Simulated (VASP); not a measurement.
Here is the system:

```yaml
crystal:
  lattice:
    - [1.50335, 0.86796, 4.87768]
    - [-1.50335, 0.86796, 4.87768]
    - [0.00000, -1.73592, 4.87768]
  atoms:
    - { symbol: Mg, position: [0.50000, 0.50000, 0.50000] }
    - { symbol: Al, position: [0.00000, 0.00000, 0.00000] }
```

All values below come from PBEsol GGA, VASP's PBE PAW potentials (set 64) (plane waves; VASP). Numerical set-up: 400 eV cut-off, 16×16×16 Γ-centred mesh, tetrahedra with Blöchl corrections, potentials Mg Al.

### Question
Tabulate the total density of states (states/eV per cell) against energy (eV; zero at the valence-band maximum or, without a gap, the Fermi level).

### Answer

```
E (eV) | DOS (states/eV)
    -9.93 |  0.00
    -9.61 |  0.00
    -9.19 |  0.00
    -8.87 | #### 0.15
    -8.55 | ###### 0.23
    -8.24 | ######### 0.33
    -7.81 | ######### 0.34
    -7.50 | ######### 0.34
    -7.18 | ######### 0.33
    -6.86 | ######### 0.34
    -6.44 | ########## 0.36
    -6.12 | ########### 0.42
    -5.80 | ############ 0.46
    -5.49 | ############# 0.49
    -5.07 | ############## 0.53
    -4.75 | ############### 0.55
    -4.43 | ################ 0.58
    -4.11 | ################## 0.66
    -3.69 | ################### 0.70
    -3.37 | ############### 0.55
    -3.06 | ################ 0.61
    -2.74 | ###################### 0.81
    -2.32 | ################### 0.72
    -2.00 | ################## 0.66
    -1.68 | ###################### 0.81
    -1.36 | ###################### 0.80
    -0.94 | ######################## 0.89
    -0.62 | #################### 0.76
    -0.31 | ################### 0.71
     0.01 | ######################### 0.92
     0.43 | ####################### 0.87
     0.75 | ################## 0.66
     1.07 | #################### 0.75
     1.38 | ########################## 0.98
     1.81 | ###################### 0.80
     2.12 | ############################## 1.12
     2.44 | ########################## 0.96
     2.76 | ########################## 0.98
     3.18 | ########################### 1.02
     3.50 | ########################### 0.99
```
Within 2 eV below the Fermi level the largest weight inside VASP's projection spheres is Al p, then Al s.

The structure comes from a computed database's MgAl entry (R-3m); how it stands against other phases isn't given here. It was relaxed first. The electron count is odd and the run is not spin-polarised, which forces a metal.
